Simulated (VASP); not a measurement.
A run of VASP 6.6.1:

Contents of INCAR:

```
PREC = Accurate
ENCUT = 520
EDIFF = 1E-6
ISMEAR = 0
SIGMA = 0.03
LREAL = False
LASPH = True
NELM = 120
ALGO = Normal
ISIF = 3
LWAVE = False
LCHARG = False
GGA = PE
IBRION = 2
NSW = 90
EDIFFG = -0.01
KPAR = 4
```

Contents of KPOINTS:

```
Automatic mesh
0
Gamma
  4 4 4
```

The input POSCAR:

```
BeCd2S3
1.0
    5.9240000000     -3.4210000000      0.0000000000
    5.9240000000      3.4210000000      0.0000000000
    0.0000000000      0.0000000000      6.3460000000
Be Cd S
2 4 6
Direct
    0.8500438500      0.1499561500      0.9943271400
    0.1499561500      0.8500438500      0.4943271400
    0.4898622100      0.8306982200      0.9987393600
    0.5101377900      0.1693017800      0.4987393600
    0.1693017800      0.5101377900      0.9987393600
    0.8306982200      0.4898622100      0.4987393600
    0.8380755800      0.4519311700      0.0942325900
    0.5480688300      0.1619244200      0.0942325900
    0.1232095900      0.8767904100      0.1544279900
    0.4519311700      0.8380755800      0.5942325900
    0.1619244200      0.5480688300      0.5942325900
    0.8767904100      0.1232095900      0.6544279900
```

Potentials or basis: VASP PAW PBE potentials, release 64 (Be, Cd, S).

Command:

```sh
$ cat potpaw_PBE.64/Be/POTCAR potpaw_PBE.64/Cd/POTCAR potpaw_PBE.64/S/POTCAR > POTCAR
$ mpirun -np 4 vasp_std > vasp.out
```

Hardware: 4 MPI ranks on Intel(R) Xeon(R) Platinum 8375C CPU @ 2.90GHz (Ice Lake) (shared host).

How long does it take, and how much memory?

It took 8.9 min on 4 MPI ranks on Intel(R) Xeon(R) Platinum 8375C CPU @ 2.90GHz (Ice Lake), with other jobs on the host, peak memory 0.55 GiB a rank. Counts: scf iterations 94, k points 21, ion steps 14.
